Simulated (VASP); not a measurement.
An input for Quantum ESPRESSO's pw.x (written as the equivalent of a VASP run, and not itself run):

```
&CONTROL
  calculation = 'scf'
  pseudo_dir = './pseudo'
  outdir = './out'
  tprnfor = .true.
  tstress = .true.
/
&SYSTEM
  ibrav = 0
  nat = 1
  ntyp = 1
  ecutwfc = 90
  occupations = 'smearing'
  smearing = 'methfessel-paxton'
  degauss = 0.00735
  input_dft = 'pbe'
  vdw_corr = 'grimme-d3'
  dftd3_version = 3
  dftd3_threebody = .false.
  nspin = 2
  starting_magnetization(1) = 0.21
/
&ELECTRONS
  conv_thr = 7.3e-09
  electron_maxstep = 100
/
ATOMIC_SPECIES
  Fe 55.845 Fe.upf
CELL_PARAMETERS angstrom
    -1.4287280    1.4287280    1.4287280
     1.4287280   -1.4287280    1.4287280
     1.4287280    1.4287280   -1.4287280
ATOMIC_POSITIONS crystal
  Fe   0.0000000  0.0000000  0.0000000
K_POINTS automatic
  18 18 18 0 0 0
```

### Question
Translate this input to VASP (INCAR, KPOINTS, POSCAR, choice of POTCAR).

### Answer
Several could match; the one computed here: 
### POSCAR
```
Fe
1
   -1.4287279519     1.4287279519     1.4287279519
    1.4287279519    -1.4287279519     1.4287279519
    1.4287279519     1.4287279519    -1.4287279519
Fe
1
Direct
  0.0000000000   0.0000000000   0.0000000000
```

**INCAR**
```
MAGMOM=2.1
LMAXMIX=4   # l cut-off of mixed one-centre charges
ALGO=Normal   # blocked Davidson
LWAVE=F
ISIF=2
IVDW=11   # D3, zero damping
ENCUT=520   # plane-wave cut-off (eV)
EDIFF=1E-7   # SCF stop (eV)
ISMEAR=1   # Methfessel-Paxton
ISPIN=2
LCHARG=F
LORBIT=10
SIGMA=0.1
SYSTEM=Fe
NELM=100   # most electronic steps
LASPH=T
PREC=Accurate
GGA=PE   # PBE
LREAL=F   # projection in real space or not
```

### KPOINTS
```
kpoints
0
G
 18 18 18
```

POTCAR, in this order: Fe (PBE.64 set). Program: vasp_std.

Limits of the translation: the potentials are each code's own (VASP's PAW set, PseudoDojo norm-conserving files in pw.x), so ENCUT and ecutwfc are chosen apart and not converted; conv_thr bounds pw.x's estimated SCF error, while EDIFF bounds the energy change between steps; starting_magnetization is a fraction of the valence charge and MAGMOM a moment in μB, so they match only roughly.

The compound is Fe in the bcc structure. This cell is one point of a volume scan, at 1.06 of the reference volume.
